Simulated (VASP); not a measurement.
Zn4Te3O:

```
Zn Te O
1.0
     4.12868   -0.03590    0.02349
    -0.03590    4.14250   -0.04368
     0.06337   -0.11786   11.05706
Zn Te O
4 3 1
Direct
  0.97639 0.50402 0.08751
  0.46600 0.00089 0.93117
  0.47427 0.00591 0.35092
  0.00722 0.50158 0.64294
  0.54149 0.50364 0.21759
  0.51797 0.53285 0.77862
  0.95387 0.01402 0.51245
  0.02610 0.00555 0.99039
```

The cell was built by a generator and needn't be a form met in nature.

```yaml
Program: VASP 6.6.1
Task: relaxation of cell and atoms
Functional: PBE
Potentials_or_basis: VASP PAW PBE potentials, release 64 (Zn, Te, O)
Cutoff: 520 eV
k_mesh: 6 × 6 × 2
Occupations: gaussian, width 0.15 eV
Spin: no spin polarisation
```

At the start: pressure 3.8 GPa; volume 23.63 Å³/atom.

Task: How do energy, volume and symmetry change on relaxing?

Result: Over 104 steps the energy falls by 139.1 meV/atom and the volume is 25.98 Å³/atom (+9.9 %); space group P1 (No. 1, to 0.05 Å).

The path:
```
step  energy change (eV)  largest force (eV/Å)  pressure (GPa)  volume (Å³)
   1              0.0000                3.8634            3.83       189.07
   4             -0.9328                0.4740           -0.36       196.01
   7             -0.9885                0.2517            0.02       194.70
  10             -0.9986                0.1966           -0.04       194.76
  13             -1.0143                0.1199           -0.03       194.75
  16             -1.0271                0.1259            0.07       195.43
  19             -1.0304                0.1251           -0.27       196.08
  22             -1.0321                0.1591            0.05       195.65
  25             -1.0421                0.1321            0.22       195.77
  28             -1.0518                0.1937           -0.49       199.08
  31             -1.0584                0.1427           -0.07       198.00
  34             -1.0618                0.1266            0.09       198.07
  37             -1.0667                0.1037           -0.09       199.15
  40             -1.0699                0.0915            0.19       198.95
  43             -1.0727                0.0747            0.04       200.16
  46             -1.0768                0.1222           -0.11       201.22
  49             -1.0787                0.0844            0.08       201.21
  52             -1.0822                0.0971            0.14       202.02
  55             -1.0851                0.0858           -0.19       203.87
  58             -1.0879                0.0739           -0.04       203.67
  61             -1.0891                0.0554            0.25       203.21
  64             -1.0909                0.0763           -0.22       205.71
  67             -1.0910                0.0733           -0.04       204.40
  70             -1.0912                0.0661           -0.09       204.69
  73             -1.0926                0.0595            0.04       204.32
  76             -1.0947                0.0814            0.10       204.44
  79             -1.0952                0.1057           -0.02       204.64
  82             -1.0984                0.1022            0.10       204.77
  85             -1.1014                0.1473           -0.21       207.55
  88             -1.1050                0.1413           -0.06       207.84
  91             -1.1085                0.1022            0.01       207.20
  94             -1.1085                0.0957            0.01       207.28
  97             -1.1097                0.0717            0.00       207.10
 100             -1.1114                0.0694            0.15       206.96
 103             -1.1129                0.0508           -0.05       207.78
 104             -1.1132                0.0298           -0.03       207.81
```

Final structure:
```cif
data_structure
_symmetry_space_group_name_H-M 'P 1'
_symmetry_Int_Tables_number 1
_cell_length_a 4.3084
_cell_length_b 4.2632
_cell_length_c 11.3146
_cell_angle_alpha 90.074
_cell_angle_beta 89.406
_cell_angle_gamma 89.723
_cell_volume 207.81
loop_
_atom_site_label
_atom_site_type_symbol
_atom_site_fract_x
_atom_site_fract_y
_atom_site_fract_z
_atom_site_occupancy
Zn1 Zn 0.01019 0.39564 0.09775 1
Zn2 Zn 0.36524 0.00856 0.90452 1
Zn3 Zn 0.51190 0.04430 0.36194 1
Zn4 Zn 0.02246 0.52189 0.63982 1
Te1 Te 0.51052 0.53817 0.22083 1
Te2 Te 0.51279 0.51275 0.77981 1
Te3 Te 0.00785 0.02177 0.50018 1
O1 O 0.02234 0.02537 0.00673 1
```
